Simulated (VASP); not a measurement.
Given:

```xyz
2
Lattice="0.0000 2.2535 2.2535 2.2535 0.0000 2.2535 2.2535 2.2535 0.0000" Properties=species:S:1:pos:R:3 pbc="T T T"
Ga     0.0000     0.0000     0.0000
N      3.3802     3.3802     3.3802
```

Method: r2SCAN meta-GGA, VASP's PBE PAW potentials (set 64) (plane waves; VASP). Numerical set-up: 520 eV cut-off, 11×11×11 Γ-centred mesh, tetrahedra with Blöchl corrections, potentials Ga_d N.

Task: What does the run give for the energy per atom (σ→0), band gap (over mesh and band path) with the smallest direct gap where there is one?

Result: 
* **band gap (over mesh and band path)**: 2.12 eV
* **smallest direct gap (over mesh and band path)**: 2.12 eV
* **energy per atom (σ→0)**: -10948 meV/atom

The absolute energy has meaning only against runs of the same code, potentials and settings.

The structure comes from a computed database's GaN entry (F-43m); how it stands against other phases isn't given here. The cell was not relaxed at this level.
